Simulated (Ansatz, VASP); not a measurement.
# ZnGa25P18O84 (amorphous 59Ga2O3-41P2O5 (mol %)) in two plane-wave programs, part 2 of 2

One calculation is typed for both programs; each brings its own data sets. How far apart do they land? Of the first pair: The structure shown is the start of the Ansatz relaxation below; VASP solves that cell, so the two are compared at the walk's first step.

VASP 6.6.1 and Ansatz 0.2.0.

So far. Step 3 (VASP: single point, PBE, start cell, pair 1): The run ends at a pressure of 3.09 GPa, with forces up to 2.1 eV/Å.

### Step 5. Ansatz: relaxation, PBE

Level of this step: Ansatz beside VASP: Kohn-Sham DFT, plane waves, PBE (Ansatz).

This run makes the geometry at which the two programs are then compared.

The structure compared here is the end of the Ansatz relaxation.

The input, input.yaml:

```yaml
crystal:
  lattice:
    - [11.45846, 0.0, 0.0]
    - [0.0, 11.45846, 0.0]
    - [0.0, 0.0, 11.45846]
  atoms:
    - { symbol: Ga, position: [0.93234, 0.63985, 0.54546] }
    - { symbol: Ga, position: [0.77943, 0.38553, 0.14169] }
    - { symbol: Ga, position: [0.51753, 0.77993, 0.77429] }
[... 1 atom line left out ...]
    - { symbol: Ga, position: [0.73564, 0.896, 0.80766] }
    - { symbol: Ga, position: [0.89666, 0.05192, 0.00739] }
[... 5 atom lines left out ...]
    - { symbol: Ga, position: [0.48771, 0.52329, 0.90225] }
    - { symbol: Ga, position: [0.51985, 0.77624, 0.03009] }
[... 3 atom lines left out ...]
    - { symbol: Ga, position: [0.08357, 0.54132, 0.01624] }
    - { symbol: Zn, position: [0.74649, 0.65386, 0.99384], spin: 0.6 }
[... 5 atom lines left out ...]
    - { symbol: Ga, position: [0.23791, 0.75015, 0.1932] }
[... 1 atom line left out ...]
    - { symbol: Ga, position: [0.86699, 0.04949, 0.32885] }
[... 7 atom lines left out ...]
    - { symbol: P, position: [0.67364, 0.56496, 0.66143] }
    - { symbol: P, position: [0.00759, 0.64143, 0.27613] }
[... 1 atom line left out ...]
    - { symbol: P, position: [0.80226, 0.78534, 0.23003] }
[... 1 atom line left out ...]
    - { symbol: P, position: [0.93712, 0.69811, 0.83033] }
[... 5 atom lines left out ...]
    - { symbol: O, position: [0.77245, 0.25735, 0.85734] }
    - { symbol: O, position: [0.59779, 0.486, 0.35116] }
    - { symbol: O, position: [0.00546, 0.54832, 0.17687] }
    - { symbol: O, position: [0.60588, 0.83947, 0.90777] }
[... 4 atom lines left out ...]
    - { symbol: O, position: [0.80958, 0.03067, 0.86729] }
    - { symbol: O, position: [0.93896, 0.75441, 0.23008] }
[... 3 atom lines left out ...]
    - { symbol: O, position: [0.74471, 0.6892, 0.30236] }
    - { symbol: O, position: [0.80364, 0.41502, 0.29412] }
[... 7 atom lines left out ...]
    - { symbol: O, position: [0.58657, 0.62367, 0.00717], spin: 0.6 }
[... 5 atom lines left out ...]
    - { symbol: O, position: [0.9179, 0.64363, 0.71191] }
[... 1 atom line left out ...]
    - { symbol: O, position: [0.65951, 0.27818, 0.1156] }
    - { symbol: O, position: [0.59027, 0.3922, 0.8784] }
[... 3 atom lines left out ...]
    - { symbol: O, position: [0.81406, 0.7526, 0.87067], spin: 0.6 }
    - { symbol: O, position: [0.40471, 0.46748, 0.03316] }
    - { symbol: O, position: [0.03573, 0.78731, 0.83489] }
[... 1 atom line left out ...]
    - { symbol: O, position: [0.02719, 0.39109, 0.96992] }
[... 1 atom line left out ...]
    - { symbol: O, position: [0.6352, 0.65306, 0.75569] }
[... 6 atom lines left out ...]
    - { symbol: O, position: [0.5458, 0.80838, 0.19121] }
    - { symbol: O, position: [0.78845, 0.909, 0.27326] }
[... 1 atom line left out ...]
    - { symbol: O, position: [0.41411, 0.68678, 0.88114] }
    - { symbol: O, position: [0.89876, 0.28611, 0.11283] }
[... 1 atom line left out ...]
    - { symbol: O, position: [0.75758, 0.47716, 0.71887] }
[... 2 atom lines left out ...]
    - { symbol: O, position: [0.60565, 0.89821, 0.70153] }
[... 1 atom line left out ...]
    - { symbol: O, position: [0.77858, 0.48994, 0.01292], spin: 0.6 }
[... 1 atom line left out ...]
    - { symbol: O, position: [0.95065, 0.60876, 0.93152] }
[... 3 atom lines left out ...]
    - { symbol: O, position: [0.9519, 0.91025, 0.03389] }
[... 5 atom lines left out ...]
    - { symbol: O, position: [0.36395, 0.64989, 0.15252] }
[... 1 atom line left out ...]
    - { symbol: O, position: [0.39691, 0.89333, 0.03064] }
[... 2 atom lines left out ...]
    - { symbol: O, position: [0.84589, 0.90869, 0.67742] }
[... 2 atom lines left out ...]
    - { symbol: O, position: [0.76392, 0.77122, 0.1025], spin: 0.6 }
    - { symbol: O, position: [0.16376, 0.70375, 0.03015] }
[... 2 atom lines left out ...]
    - { symbol: O, position: [0.77289, 0.16259, 0.62955] }
magnetization:
  spin_polarized: true
kpoints:
  mp_grid: { grid: [1, 1, 1] }
hamiltonian:
  xc: pbe
scf:
  occupations: { method: fermi_dirac, width: 0.025 }
  lower_state_search: "off"
output:
  forces: true
  eigenvalues: true
relax:
  f_tol: 0.05
  max_steps: 90
```

On the command line:

```console
$ ansatz run input.yaml --threads 4 --pin off --max-ram 8192MiB --backend cpu --events-out ev --progress --plain --runs-dir out
```

Numbers of over 12 decimals in the logs are rounded to 6 here.

The log of the run:

```text
[...]
Crystal: 128 atoms, lattice volume = 1504.453 Å³
Basis set: ecut = 420 eV, 29423 PW (Γ), exchange–correlation on 160×160×160 points (8 copies of the dense FFT grid, shifted against one another)
Bands: 595, of which v1, the nominal top of the filled ones, is band 466 counted from 1 (465 counted from 0)
Symmetry: 1 space group operations
[...]
k-points: 1
[...]
Starting moments: Σ|m| = 3 μB on 5 of 128 sites
[...]
- { symbol: O, position: [0.600653, 0.485742, 0.358072] }
    - { symbol: O, position: [0.0094145, 0.539738, 0.180403] }
    - { symbol: O, position: [0.607969, 0.843608, 0.904670] }
    - { symbol: O, position: [0.223120, 0.101573, 0.742283] }
    - { symbol: O, position: [0.786535, 0.084352, 0.124879] }
    - { symbol: O, position: [-0.000106683, 0.034808, 0.234458] }
    - { symbol: O, position: [0.148857, 0.882642, 0.164520] }
[...]
- { symbol: O, position: [0.162607, 0.698989, 0.034795] }
    - { symbol: O, position: [0.608224, 0.106529, 0.995106] }
    - { symbol: O, position: [0.746048, 0.613646, 0.547768] }
    - { symbol: O, position: [0.772888, 0.166262, 0.629328] }
```

### Step 6. VASP: single point, PBE, relaxed cell, pair 2

The same cell, functional, mesh and smearing now go to VASP, with its own data sets.

The input, INCAR:

```
SYSTEM = ZnGa25P18O84
PREC = Accurate
ENCUT = 520
EDIFF = 1E-06
NELM = 200
ISMEAR = -1
SIGMA = 0.025
LREAL = Auto
ALGO = Normal
GGA = PE
NBANDS = 560
ISPIN = 2
MAGMOM = 0 0 -0 0 -0 0 0 0 0 0 0 -0 -0 0 0 -0 0 0 -0 0 0 -0 0 0 0 0 0 -0 0 -0 -0 -0 0 -0 -0 -0.01 -0 -0 0 0 -0 -0 -0 -0 0 0 0 0.05 0 0 0 0 0 0 0 0 0 0 0.02 0 0 0 0 0 0 0 0.04 -0 0 0 0 0.03 0 -0 0 -0 0 0 0 0 0 0 0 0 0 -0 0 0 0 0 0.01 -0 -0 0 0.01 0 0 0 0 0 0.03 0.01 0 0 0 0 0 0 0 0.03 0 -0 0.34 -0 0 0 0 0 -0 0.16 0 0 0 0 -0 0 0 0
LORBIT = 11
LWAVE = .FALSE.
LCHARG = .FALSE.
ISIF = 2
LASPH = .TRUE.
GGA_COMPAT = .FALSE.
NCORE = 4
```

The input, POSCAR:

```
ZnGa25P18O84
1.0
   11.4584600000      0.0000000000      0.0000000000
    0.0000000000     11.4584600000      0.0000000000
    0.0000000000      0.0000000000     11.4584600000
Ga Zn P O
25 1 18 84
Direct
    0.9334500000      0.6481400000      0.5428900000
    0.7766600000      0.3823400000      0.1374600000
    0.5175100000      0.7803700000      0.7753600000
[... 1 atom line left out ...]
    0.7388500000      0.8952700000      0.8047500000
    0.8958900000      0.0496800000      0.0068700000
[... 5 atom lines left out ...]
    0.4874600000      0.5271400000      0.9051800000
    0.5432100000      0.7809200000      0.0377600000
[... 3 atom lines left out ...]
    0.0782600000      0.5420700000      0.0116500000
    0.7507200000      0.4172200000      0.8690600000
[... 5 atom lines left out ...]
    0.0868600000      0.8444200000      0.9904500000
[... 1 atom line left out ...]
    0.7536900000      0.6508700000      0.9898400000
[... 7 atom lines left out ...]
    0.6760000000      0.5682500000      0.6619900000
    0.0012900000      0.6400600000      0.2731600000
[... 1 atom line left out ...]
    0.7934500000      0.7832000000      0.2218400000
[... 1 atom line left out ...]
    0.9393800000      0.7020500000      0.8276100000
[... 5 atom lines left out ...]
    0.7710900000      0.2576000000      0.8577500000
    0.6006500000      0.4857400000      0.3580700000
    0.0094100000      0.5397400000      0.1804000000
    0.6079700000      0.8436100000      0.9046700000
[... 4 atom lines left out ...]
    0.8103200000      0.0311600000      0.8670600000
    0.9289300000      0.7433500000      0.2126000000
[... 3 atom lines left out ...]
    0.7381300000      0.6844800000      0.2931600000
    0.8027400000      0.4114600000      0.2927500000
[... 7 atom lines left out ...]
    0.5829500000      0.6241400000      0.0067900000
[... 5 atom lines left out ...]
    0.9191400000      0.6514300000      0.7071600000
[... 1 atom line left out ...]
    0.6574300000      0.2738600000      0.1209200000
    0.5889700000      0.3932400000      0.8779600000
[... 3 atom lines left out ...]
    0.8241900000      0.7644700000      0.8677800000
    0.4009100000      0.4679700000      0.0322200000
    0.0466100000      0.7817200000      0.8365900000
[... 1 atom line left out ...]
    0.0261300000      0.3885400000      0.9735300000
[... 1 atom line left out ...]
    0.6437900000      0.6628600000      0.7508900000
[... 6 atom lines left out ...]
    0.5442700000      0.8121400000      0.1985700000
    0.7876900000      0.9028200000      0.2775900000
[... 1 atom line left out ...]
    0.4130700000      0.6821800000      0.8694700000
    0.8984400000      0.2822900000      0.1190100000
[... 1 atom line left out ...]
    0.7597200000      0.4797300000      0.7194500000
[... 2 atom lines left out ...]
    0.6051500000      0.9013900000      0.7026900000
[... 1 atom line left out ...]
    0.7806900000      0.4823200000      0.0136200000
[... 1 atom line left out ...]
    0.9486600000      0.6058100000      0.9238700000
[... 3 atom lines left out ...]
    0.9548600000      0.9093400000      0.0326800000
[... 5 atom lines left out ...]
    0.3635600000      0.6457400000      0.1637700000
[... 1 atom line left out ...]
    0.4076700000      0.8898100000      0.0301800000
[... 2 atom lines left out ...]
    0.8454600000      0.9154600000      0.6723800000
[... 2 atom lines left out ...]
    0.7475800000      0.7830300000      0.0974300000
    0.1626100000      0.6989900000      0.0347900000
[... 2 atom lines left out ...]
    0.7728900000      0.1662600000      0.6293300000
```

The input, KPOINTS:

```
Automatic mesh
0
Gamma
1 1 1
0 0 0
```

Potentials, in the order of the species: Ga_d, Zn, P and O (PBE family, release 64).

On the command line:

```console
$ mpirun -np 16 vasp_gam
```

The log of the run:

```text
[... set-up lines as in an earlier step ...]
 entering main loop
       N       E                     dE             d eps       ncg     rms          rms(c)
DAV:   1     0.265187345325E+05    0.26519E+05   -0.34580E+05  2240   0.282E+03
DAV:   2     0.610172732815E+04   -0.20417E+05   -0.19321E+05  2240   0.879E+02
DAV:   3    -0.131761889243E+03   -0.62335E+04   -0.58394E+04  3048   0.369E+02
DAV:   4    -0.913584570676E+03   -0.78182E+03   -0.76792E+03  3072   0.140E+02
[...]
DAV:  28    -0.831541786581E+03   -0.13209E-04   -0.19038E-05  3152   0.130E-02    0.142E-02
DAV:  29    -0.831541788756E+03   -0.21754E-05   -0.41698E-06  1960   0.970E-03    0.629E-03
DAV:  30    -0.831541789607E+03   -0.85070E-06   -0.20921E-06  1600   0.529E-03
   1 F= -.83154179E+03 E0= -.83152756E+03  d E =-.284657E-01  mag=     0.7702
```

OUTCAR, selected parts (step 6):

```text
 magnetization (x)
# of ion       s       p       d       tot
------------------------------------------
    1       -0.000  -0.000   0.000  -0.000
    2       -0.000  -0.000   0.000  -0.000
    3        0.000   0.000  -0.000   0.000
    4       -0.000  -0.000   0.000  -0.000
    5        0.000   0.000  -0.000   0.000
    6        0.000   0.001  -0.000   0.000
[...]
126        0.000   0.000   0.000   0.000
  127       -0.000   0.000   0.000   0.000
  128        0.000   0.002   0.000   0.002
--------------------------------------------------
tot          0.004   0.636   0.001   0.641
```

The run ends at a pressure of 3.29 GPa, with forces up to 0.17 eV/Å.

### Step 7. Side by side

What differs besides the data sets and the points named for the pairs above, as far as they apply: site moments are counted in spheres of each program's own size. Total energies have different zeros and are not compared.

Compared:

```tsv
quantity	Ansatz	VASP	difference
total moment (μB)	0.99	0.77	+0.22
moment on O113 (μB)	0.34	0.40	-0.06
moment on O120 (μB)	0.16	0.18	-0.02
```

Forces on 7 of the 128 atoms, those with the largest forces and the largest differences (eV/Å; atoms numbered as in POSCAR):

```tsv
atom	Ansatz x, y, z	VASP x, y, z
O58	0.000, 0.028, -0.004	0.047, 0.123, -0.048
O60	0.009, 0.008, -0.004	0.084, 0.022, -0.103
O73	0.029, -0.008, 0.015	0.047, 0.052, 0.143
O81	0.007, 0.017, -0.007	-0.049, 0.055, 0.109
O93	-0.008, -0.004, 0.006	-0.078, -0.006, 0.133
O94	0.000, -0.039, 0.004	0.019, -0.158, -0.047
O119	0.017, 0.011, 0.008	-0.018, 0.123, 0.042
```

The forces differ by 45 meV/Å r.m.s., where the r.m.s. force is 0.010 eV/Å in Ansatz and 0.047 eV/Å in VASP: the atoms lie near their places of rest in Ansatz, so a percentage would say little (all taken over all components). The two runs ended with unlike total or site moments, perhaps in different magnetic states; the other differences may follow from that, so they don't measure the programs' precision.

### Step 8. Summary of results

| Property | Result |
| --- | --- |
| r.m.s. force difference (single point, PBE, start cell, pair 1) | 16 % of the r.m.s. force |
| difference in total moment (single point, PBE, relaxed cell, pair 2) | 0.22 μB |
| r.m.s. force difference (single point, PBE, relaxed cell, pair 2) | 45 meV/Å |

What this shows: The r.m.s. force difference is 16 % of the r.m.s. force (single point, PBE, start cell, pair 1), beyond the 3 % picked in this series as the mark of a large difference. What causes the difference of the single point, PBE, start cell, pair 1 pair stays open here. The runs of the single point, PBE, relaxed cell, pair 2 pair ended with unlike moments, so it says little about numerical agreement. By the marks of this series, far apart in the single point, PBE, relaxed cell, pair 2 pair: the r.m.s. force difference, 45 meV/Å. What causes the difference of the single point, PBE, relaxed cell, pair 2 pair stays open here. How closely two codes agree says nothing of how well the functional describes the real material.

[Lines on the potential files, build, host, timing and source positions are cut from VASP's logs without a mark.]

[Logs are printed without paths, hosts, clocks, repeated set-up lines and the standing remarks that a program may print on its own settings, such as how far it seeks lower states.]

[Hosts, paths, dates, database ids (printed as entryN), source tags and the programs' standing remarks are cut or masked in the printed files.]
